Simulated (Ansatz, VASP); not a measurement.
## Na4Si3O8 (glassy 60SiO2-40Na2O (mol %)): VASP beside Ansatz

Wanted: the spread between two codes on one cell, functional and k mesh. The structure shown is the start of the Ansatz relaxation below; VASP solves that cell, so the two are compared at the walk's first step.

Program: Ansatz 0.2.0. Level of theory: plane waves, with VASP 6.6.1 beside it; single point at LDA. Results are calculated unless marked as measured.

### 1. The structure

The cell holds 195 atoms: 39 Si, 52 Na and 104 O. Its edges and angles: a = 13.544 Å, b = 13.544 Å, c = 13.544 Å, α = 90.0°, β = 90.0°, γ = 90.0°. As first built, before any earlier steps moved the atoms (in the runner's words): 195 atoms (39 Si, 52 Na, 104 O) placed at random at 2.64 g/cm^3, melted at 4000 K for 10 ps at fixed volume with the Morse and Coulomb pair potential with partial charges (Pedone, Malavasi, Menziani, Cormack and Segre, J. Phys. Chem. B 110, 11780 (2006)). Quenched from 4000 K to 300 K at 20 K/ps and fixed volume, held 5 ps. The cell carries charge −1.

### 2. Ansatz: relaxation, LDA

Ansatz runs on its default PAW (the set named soft_2) files.

The two programs are compared at the cell with which this relaxation starts, whose forces are those of its first step.

input.yaml reads:

```yaml
crystal:
  lattice:
    - [13.5442, 0.0, 0.0]
    - [0.0, 13.5442, 0.0]
    - [0.0, 0.0, 13.5442]
  atoms:
    - { symbol: Si, position: [0.5997, 0.74814, 0.15511] }
    - { symbol: Si, position: [0.66832, 0.22661, 0.52356] }
    - { symbol: Si, position: [0.38848, 0.25839, 0.32993] }
    - { symbol: Si, position: [0.88041, 0.12701, 0.56305] }
    - { symbol: Si, position: [0.26893, 0.01471, 0.76323] }
    - { symbol: Si, position: [0.74451, 0.75026, 0.67266] }
    - { symbol: Si, position: [0.96496, 0.93475, 0.93796] }
    - { symbol: Si, position: [0.2851, 0.46495, 0.36655] }
    - { symbol: Si, position: [0.82885, 0.48903, 0.92803] }
    - { symbol: Si, position: [0.2807, 0.76167, 0.5225] }
    - { symbol: Si, position: [0.27318, 0.14659, 0.95041] }
    - { symbol: Si, position: [0.91693, 0.94222, 0.33838] }
    - { symbol: Si, position: [0.69798, 0.41459, 0.09273] }
    - { symbol: Si, position: [0.68996, 0.18052, 0.07642] }
    - { symbol: Si, position: [0.98396, 0.22762, 0.73032] }
    - { symbol: Si, position: [0.16302, 0.26632, 0.5882] }
    - { symbol: Si, position: [0.38358, 0.70564, 0.05533] }
    - { symbol: Si, position: [0.41793, 0.58847, 0.60603] }
    - { symbol: Si, position: [0.57968, 0.01834, 0.46448] }
    - { symbol: Si, position: [0.54138, 0.7226, 0.74757] }
    - { symbol: Si, position: [0.37706, 0.9646, 0.57798] }
    - { symbol: Si, position: [0.127, 0.47123, 0.53421] }
    - { symbol: Si, position: [0.34204, 0.37337, 0.98095] }
    - { symbol: Si, position: [0.26691, 0.11598, 0.44052] }
    - { symbol: Si, position: [0.6898, 0.63587, 0.33393] }
    - { symbol: Si, position: [0.99859, 0.24289, 0.15534] }
    - { symbol: Si, position: [0.05677, 0.75734, 0.58267] }
    - { symbol: Si, position: [0.81138, 0.3734, 0.72551] }
    - { symbol: Si, position: [0.6458, 0.21165, 0.74667] }
    - { symbol: Si, position: [0.81726, 0.1345, 0.25253] }
[... 159 atom lines left out ...]
    - { symbol: O, position: [0.57593, 0.16, 0.10222] }
    - { symbol: O, position: [0.10617, 0.60269, 0.06572] }
    - { symbol: O, position: [0.92951, 0.86628, 0.24326] }
    - { symbol: O, position: [0.99131, 0.19843, 0.04063] }
    - { symbol: O, position: [0.3494, 0.21471, 0.2276] }
    - { symbol: O, position: [0.15809, 0.18703, 0.93801] }
total_charge: -1
kpoints:
  mp_grid: { grid: [1, 1, 1] }
hamiltonian:
  xc: lda
scf:
  occupations: { method: fermi_dirac, width: 0.01 }
  lower_state_search: "off"
output:
  forces: true
magnetization:
  spin_polarized: true
  initial_magnetization: 1
relax:
  f_tol: 0.05
  max_steps: 90
```

Command:

```console
$ ansatz run input.yaml --threads 4 --pin off --max-ram 15872MiB --backend cpu --events-out ev --progress --plain --runs-dir out
```

Numbers of over 12 decimals in the logs are rounded to 6 here.

What it wrote:

```text
Engine: ansatz 0.2.0, x86_64-unknown-linux-gnu
Pseudopotentials: kind: paw
Pseudopotential: Si, paw, valence charge 4, recommended cutoff 420 eV (normal), Si.paw.azcp
Pseudopotential: Na, paw, valence charge 9, recommended cutoff 420 eV (normal), Na.paw.azcp
Pseudopotential: O, paw, valence charge 6, recommended cutoff 420 eV (normal), O.paw.azcp
Functional definition: SPW92
  exchange = slater_x
  correlation = pw_c
Crystal: 195 atoms, lattice volume = 2484.621 Å³
Basis set: ecut = 420 eV, 48501 PW (Γ)
Bands: 820, of which v1, the nominal top of the filled ones, is band 625 counted from 1 (624 counted from 0)
Symmetry: 1 space group operations
Space group: P1 (ITA 1), of the structure as read, at distance tolerance 1.4e-4 Å
Magnetic group: BNS 1.1 (UNI 1), of the structure as read, at distance tolerance 1.4e-4 Å
k-points: 1
Non-local potential: Si, projectors of the file, l = 0: 2, l = 1: 2, l = 2: 2
Non-local potential: Na, projectors of the file, l = 0: 3, l = 1: 2, l = 2: 1
Non-local potential: O, projectors of the file, l = 0: 2, l = 1: 2, l = 2: 1
PAW form: soft (Blöchl's): semilocal exchange-correlation on the pseudo side does not see the compensation charge
PAW frozen core: Si, regenerated for the run's functional, and the local potential with it (the file was generated under x = pbe(κ = 0.804, μ = 0.219515), c = pbe(β = 0.066725))
PAW frozen core: Na, regenerated for the run's functional, and the local potential with it (the file was generated under x = pbe(κ = 0.804, μ = 0.219515), c = pbe(β = 0.066725))
PAW frozen core: O, regenerated for the run's functional, and the local potential with it (the file was generated under x = pbe(κ = 0.804, μ = 0.219515), c = pbe(β = 0.066725))
PAW one-centre angular grid: Si, 110 points (default); XC on 64 Gauss nodes
PAW one-centre angular grid: Na, 110 points (default); XC on 64 Gauss nodes
PAW one-centre angular grid: O, 110 points (default); XC on 64 Gauss nodes
Initial density: superposition of atomic densities (chi_scale 0.1, normalization cell, long waves of neutral atoms scaled as one to the charged cell's electrons (reshape's long-wave potential 2.58 eV rms, cloud 2.32 Å wide))
Starting moments: Σ|m| = 1 μB on 195 of 195 sites
Initial wavefunctions: pseudopotential atomic-orbital guess
Functional: x = slater, c = lda
SCF iter   1: F=—  HF=-158040.619780 eV  |F-HF|=—  |Δ(HF+E_count)|=         —  Δρ=4.32e-2 (↑4.27e-2 ↓4.32e-2)  dr2=2.16e2  dr2_m=7.69e-3  M=1.000 μB ∫|m|=1.006 μB  β_m=1.00  ethr=3.10e-3  ⟨swp⟩=6.0  Hψ=7032  notcnv=0  defer=76
preconditioner: auto → Resta (q_TF=auto, 2.433 Å⁻¹)  ε∞=3.0  [insulator: Δε(μ)=0.449 eV  Ē_g=15.297 eV  σ=0.010 eV  W_gap=1.00  n_scr=618 (ndim 8)  ℏωp=21.5 eV  f_vac=0.021  D(μ)=0.00/eV (n_scr^D=0)  ε∞_Penn≈3.0]
spin=Collinear: Resta preconditioning applied to the charge; magnetization (m = ρ↑ − ρ↓) channel mixes plain (no charge-response kernel on spin).
SCF iter   2: F=—  HF=-157989.080007 eV  |F-HF|=—  |Δ(HF+E_count)|=         —  Δρ=2.69e-2 (↑2.68e-2 ↓2.69e-2)  dr2=9.30e1  dr2_m=4.00e-4  M=0.898 μB ∫|m|=0.926 μB  β_m=0.30  ethr=3.10e-3  ⟨swp⟩=2.0  Hψ=3046  notcnv=0  defer=376
Mixer restart at iter 2: flushing history
SCF iter   3: F=—  HF=-157969.378511 eV  |F-HF|=—  |Δ(HF+E_count)|=    1.97e1  Δρ=1.85e-2 (↑1.85e-2 ↓1.85e-2)  dr2=4.65e1  dr2_m=6.61e-4  M=0.854 μB ∫|m|=0.883 μB  β_m=0.30  ethr=3.10e-3  ⟨swp⟩=4.0  Hψ=2512  notcnv=0  defer=376
SCF iter   4: F=—  HF=-157951.473120 eV  |F-HF|=—  |Δ(HF+E_count)|=    1.79e1  Δρ=6.71e-3 (↑6.71e-3 ↓6.65e-3)  dr2=3.42e0  dr2_m=1.62e-3  M=0.647 μB ∫|m|=0.677 μB  β_m=0.30  ethr=3.10e-3  ⟨swp⟩=3.0  Hψ=3056  notcnv=0  defer=376
SCF iter   5: F=—  HF=-157950.048503 eV  |F-HF|=—  |Δ(HF+E_count)|=    1.42e0  Δρ=2.55e-3 (↑2.49e-3 ↓2.55e-3)  dr2=6.26e-1  dr2_m=1.00e-3  M=0.572 μB ∫|m|=0.600 μB  β_m=0.30  ethr=2.74e-4  ⟨swp⟩=2.0  Hψ=2527  notcnv=0  defer=377
SCF iter   6: F=—  HF=-157949.919399 eV  |F-HF|=—  |Δ(HF+E_count)|=   1.29e-1  Δρ=1.51e-3 (↑1.48e-3 ↓1.51e-3)  dr2=1.92e-1  dr2_m=5.61e-4  M=0.533 μB ∫|m|=0.559 μB  β_m=0.30  ethr=5.02e-5  ⟨swp⟩=3.0  Hψ=1454  notcnv=0  defer=377
SCF iter   7: F=—  HF=-157949.916484 eV  |F-HF|=—  |Δ(HF+E_count)|=   2.91e-3  Δρ=6.53e-4 (↑6.27e-4 ↓6.53e-4)  dr2=2.42e-2  dr2_m=2.86e-4  M=0.506 μB ∫|m|=0.530 μB  β_m=0.30  ethr=1.53e-5  ⟨swp⟩=2.0  Hψ=2915  notcnv=0  defer=377
SCF iter   8: F=—  HF=-157949.913396 eV  |F-HF|=—  |Δ(HF+E_count)|=   3.09e-3  Δρ=2.57e-4 (↑2.57e-4 ↓2.45e-4)  dr2=4.10e-3  dr2_m=1.55e-4  M=0.484 μB ∫|m|=0.505 μB  β_m=0.30  ethr=1.94e-6  ⟨swp⟩=2.0  Hψ=2526  notcnv=0  defer=377
Mixer restart at iter 8: flushing history
spin-set hold released at iteration 8 (site moments contracting): the magnetisation degrees of freedom join the quasi-Newton model from the next iteration; the mixer history was flushed
[...]
- { symbol: Na, position: [0.850890, 0.275009, 0.975282] }
    - { symbol: Na, position: [0.304495, 0.922872, 0.357762] }
    - { symbol: Na, position: [0.216621, 0.126970, 0.192942] }
    - { symbol: O, position: [0.555383, 0.994227, 0.350529] }
    - { symbol: O, position: [0.193843, 0.175350, 0.517666] }
    - { symbol: O, position: [0.221145, 0.643295, 0.765558] }
    - { symbol: O, position: [0.441458, 0.343590, 0.563695] }
    - { symbol: O, position: [0.865847, 0.970846, 0.884194] }
    - { symbol: O, position: [0.591287, 0.854726, 0.217775] }
    - { symbol: O, position: [0.107865, 0.349995, 0.524565] }
    - { symbol: O, position: [0.801424, 0.655908, 0.299095] }
    - { symbol: O, position: [0.607485, 0.660337, 0.239615] }
    - { symbol: O, position: [0.986738, 0.195026, 0.847857] }
    - { symbol: O, position: [0.316306, 0.347596, 0.368919] }
    - { symbol: O, position: [0.352012, 0.496653, 0.650456] }
    - { symbol: O, position: [0.016530, 0.725168, 0.476437] }
    - { symbol: O, position: [0.026102, 0.845941, 0.890961] }
    - { symbol: O, position: [0.841441, 0.028080, 0.301822] }
    - { symbol: O, position: [0.511297, 0.552865, 0.545422] }
    - { symbol: O, position: [0.659913, 0.527119, 0.374333] }
    - { symbol: O, position: [0.016948, 0.858771, 0.626832] }
    - { symbol: O, position: [0.755116, 0.108352, 0.152639] }
    - { symbol: O, position: [0.212561, 0.075222, 0.346776] }
    - { symbol: O, position: [0.422665, 0.955525, 0.216293] }
    - { symbol: O, position: [0.489901, 0.824185, 0.773175] }
    - { symbol: O, position: [0.451565, 0.650051, 0.705013] }
    - { symbol: O, position: [0.256078, 0.428186, 0.919480] }
[...]
- { symbol: O, position: [0.453891, 0.389627, 0.928636] }
    - { symbol: O, position: [0.622944, 0.737227, 0.654125] }
    - { symbol: O, position: [0.575827, 0.160785, 0.102382] }
    - { symbol: O, position: [0.105951, 0.602422, 0.065534] }
    - { symbol: O, position: [0.929235, 0.866218, 0.243242] }
    - { symbol: O, position: [0.991279, 0.198448, 0.040860] }
    - { symbol: O, position: [0.349548, 0.214861, 0.227477] }
    - { symbol: O, position: [0.158023, 0.187154, 0.938194] }
```

### 3. VASP: single point, LDA, start cell

The same cell, functional (in two slightly different forms), mesh and smearing now go to VASP, with its own data sets.

Lines of VASP's logs that name or quote its potential files are left out, and so is its time.

INCAR reads:

```
SYSTEM = Na4Si3O8
PREC = Accurate
ENCUT = 520
EDIFF = 1E-06
NELM = 200
ISMEAR = -1
SIGMA = 0.01
LREAL = Auto
ALGO = Normal
GGA = CA
NELECT = 1145
NBANDS = 709
ISPIN = 2
MAGMOM = 0 0 0 0 0 0 0 0 0 0 0 0 0 0 0 0 0 0 0 0 0 0 0 0 0 0 0 0 0 0 0 0 0 0 0 0 0 0 0 0 0 0 0 0 0 0 0 0 0 0 0 0 0 0 0 0 0 0 0 0 0 0 0 0 0 0 0 0 0 0 0 0 0 0 0 0 0 0 0 0 0 0 0 0 0 0 0 0 0 0 0 0 0 0 0 0 0 0 0 0 0 0 0 0 0 0 0 0 0 0 0 0 0 0 0 0 0 0 0 0 0 0 0 0 0 0 -0 0 0 0 0 0 0 0 0 0 0 0 0 0 0 0 0 0 0 0 0 0 0 0 0 0 0 0 0 0 0 0 0 0 0 0 0 0 0 0 0 0 0 0 0 0 0 0 0 0 0 0 0 0 0 0 0 0 0 0 0 0 0 0 0 0 0 0 0
LORBIT = 11
LWAVE = .FALSE.
LCHARG = .FALSE.
ISIF = 2
LASPH = .TRUE.
GGA_COMPAT = .FALSE.
```

POSCAR reads:

```
Na4Si3O8
1.0
   13.5442000000      0.0000000000      0.0000000000
    0.0000000000     13.5442000000      0.0000000000
    0.0000000000      0.0000000000     13.5442000000
Si Na O
39 52 104
Direct
    0.5997031940      0.7481431166      0.1551069831
    0.6683229722      0.2266136058      0.5235599002
    0.3884836314      0.2583910456      0.3299272013
    0.8804063732      0.1270063939      0.5630528197
    0.2689269207      0.0147074024      0.7632270640
    0.7445105654      0.7502621048      0.6726569306
    0.9649591707      0.9347469766      0.9379586834
    0.2851035868      0.4649517875      0.3665480427
    0.8288492491      0.4890285141      0.9280282335
    0.2807031792      0.7616692016      0.5224967145
    0.2731796636      0.1465867309      0.9504068162
    0.9169312326      0.9422188095      0.3383810044
    0.6979814238      0.4145907473      0.0927334209
    0.6899632315      0.1805200750      0.0764164735
    0.9839636154      0.2276177257      0.7303199894
    0.1630218101      0.2663206391      0.5882001152
    0.3835811639      0.7056378376      0.0553299567
    0.4179279692      0.5884732948      0.6060306257
    0.5796798630      0.0183399536      0.4644792605
    0.5413830274      0.7225971264      0.7475672243
    0.3770617681      0.9645973922      0.5779817191
    0.1269990106      0.4712275365      0.5342065238
    0.3420430886      0.3733701511      0.9809512559
    0.2669112978      0.1159832253      0.4405206657
    0.6898008003      0.6358736581      0.3339289142
    0.9985898023      0.2428936371      0.1553432466
    0.0567696874      0.7573426264      0.5826700728
    0.8113805171      0.3733996840      0.7255135039
    0.6457967248      0.2116477902      0.7466664698
    0.8172575715      0.1345003765      0.2525287577
[... 159 atom lines left out ...]
    0.5759291800      0.1600020673      0.1022208768
    0.1061709071      0.6026934038      0.0657181672
    0.9295122636      0.8662822463      0.2432627988
    0.9913099334      0.1984318011      0.0406299375
    0.3493967898      0.2147118324      0.2276029592
    0.1580898097      0.1870320875      0.9380103661
```

KPOINTS reads:

```
Automatic mesh
0
Gamma
1 1 1
0 0 0
```

PAW data sets: Si, Na_pv and O (LDA family, release 64).

Command:

```console
$ export OMP_NUM_THREADS=3
$ mpirun -np 1 vasp_gam
```

What it wrote:

```text
[banner, memory and clock lines left out]
running    1 mpi-ranks, on    1 nodes
[...]
Offloading initialized ...    1 GPUs detected
[...]
LDA part: xc-table for (Slater(with rela. corr.)+CA(PZ))
 , standard interpolation
 POSCAR, INCAR and KPOINTS ok, starting setup
[...]
entering main loop
       N       E                     dE             d eps       ncg     rms          rms(c)
DAV:   1     0.192430063928E+05    0.19243E+05   -0.58378E+05  2836   0.197E+03
DAV:   2     0.221154153196E+04   -0.17031E+05   -0.16297E+05  3028   0.570E+02
DAV:   3    -0.124474709885E+04   -0.34563E+04   -0.33103E+04  2924   0.250E+02
DAV:   4    -0.155622274790E+04   -0.31148E+03   -0.30549E+03  3360   0.782E+01
DAV:   5    -0.156962116336E+04   -0.13398E+02   -0.13254E+02  3296   0.174E+01BRMIX: very serious problems
 the old and the new charge density differ
 old charge density:  1144.00000 new 1145.00000
    0.997E+01
DAV:   6    -0.137106486917E+04    0.19856E+03   -0.71394E+02  4144   0.565E+01    0.440E+01
DAV:   7    -0.137356114224E+04   -0.24963E+01   -0.10692E+02  3672   0.123E+01    0.210E+01
DAV:   8    -0.137031334284E+04    0.32478E+01   -0.17084E+01  3376   0.638E+00    0.730E+00
DAV:   9    -0.136909064992E+04    0.12227E+01   -0.29854E+00  3480   0.339E+00    0.253E+00
[...]
DAV:  19    -0.136904020282E+04    0.85037E-05   -0.30680E-05  3288   0.128E-02    0.757E-03
DAV:  20    -0.136904020297E+04   -0.15272E-06   -0.15513E-05  3448   0.671E-03    0.518E-03
DAV:  21    -0.136904020262E+04    0.35896E-06   -0.85588E-07  2112   0.362E-03
   1 F= -.13690402E+04 E0= -.13690333E+04  d E =-.138627E-01  mag=     0.0059
```

From OUTCAR (step 3):

```text
 magnetization (x)
# of ion       s       p       d       tot
------------------------------------------
    1        0.000   0.000   0.000   0.000
    2        0.000   0.000   0.000   0.000
    3        0.000   0.000   0.000   0.000
    4        0.000   0.000   0.000   0.000
    5        0.000   0.000   0.000   0.000
    6        0.000   0.000   0.000   0.000
    7        0.000   0.000   0.000   0.000
    8        0.000   0.000   0.000   0.000
    9        0.000   0.000   0.000   0.000
   10        0.000   0.000   0.000   0.000
   11        0.000   0.000   0.000   0.000
   12        0.000   0.000   0.000   0.000
   13        0.000   0.000   0.000   0.000
[...]
--------------------------------------------------
tot          0.001  -0.000   0.000   0.001

[... 1 further part left out ...]
```

This run allows spin, but its moments start at zero, where symmetry between the spins tends to hold them. Its electron count is odd, so without a moment it is a metal by construction. The cell is charged against a uniform background.

The run ends at a pressure of -0.47 GPa, with forces up to 0.21 eV/Å.

### 4. Differences

Known differences besides the potentials themselves: the two LDA forms differ slightly; the cutoff is 420 eV in Ansatz and 520 eV in VASP (PREC = Accurate, projectors in real space); VASP's log shows a relativistic correction to its local exchange, Ansatz's none. Total energies have different zeros and are not compared.

Forces on 8 of the 195 atoms, those with the largest forces and the largest differences (eV/Å; atoms numbered as in POSCAR):

| atom | Ansatz x, y, z | VASP x, y, z |
| --- | --- | --- |
| Si5 | 0.019, 0.041, 0.044 | 0.133, 0.106, 0.062 |
| O105 | 0.018, -0.036, -0.043 | 0.090, -0.150, -0.103 |
| O134 | 0.000, -0.040, 0.052 | -0.047, -0.143, 0.152 |
| O137 | -0.024, -0.011, -0.037 | -0.156, 0.020, -0.138 |
| O160 | -0.030, 0.027, 0.023 | -0.115, 0.128, 0.104 |
| O181 | 0.005, -0.006, 0.050 | 0.153, 0.028, 0.134 |
| O185 | 0.016, -0.052, -0.029 | 0.028, -0.125, -0.136 |
| O187 | 0.006, 0.002, 0.004 | 0.128, 0.043, -0.101 |

The forces differ by 47 meV/Å r.m.s., which is 84.6 % of the r.m.s. force of 0.055 eV/Å (both taken over all components). Moments aren't recorded for both runs of this pair, so they may hold unlike magnetic states. The cell carries a charge of -1 e against a uniform background, so its pressure also hangs on how the neutralising background is counted, and in a defect's cell a gap may be the spacing between its levels.

### 5. Summary of results

| Item | Value |
| --- | --- |
| r.m.s. force difference (single point, LDA, start cell) | 47 meV/Å |

What this shows: The r.m.s. force difference is 47 meV/Å (single point, LDA, start cell), beyond the 12 meV/Å picked in this series as the mark of a large difference. The data sets hold unlike numbers of valence electrons (1249 in Ansatz and 1145 in VASP), so part of the differences comes from the potentials. What causes the difference of the single point, LDA, start cell pair stays open here. 1 further run of this series is not shown here. Such differences can come from data sets, numerical settings and the points named under the comparisons, not from the functional's error against experiment.

[Lines on the potential files, build, host, timing and source positions are cut from VASP's logs without a mark.]

[Logs are printed without paths, hosts, clocks, repeated set-up lines and the standing remarks that a program may print on its own settings, such as how far it seeks lower states.]

[Hosts, paths, dates, database ids (printed as entryN), source tags and the programs' standing remarks are cut or masked in the printed files.]
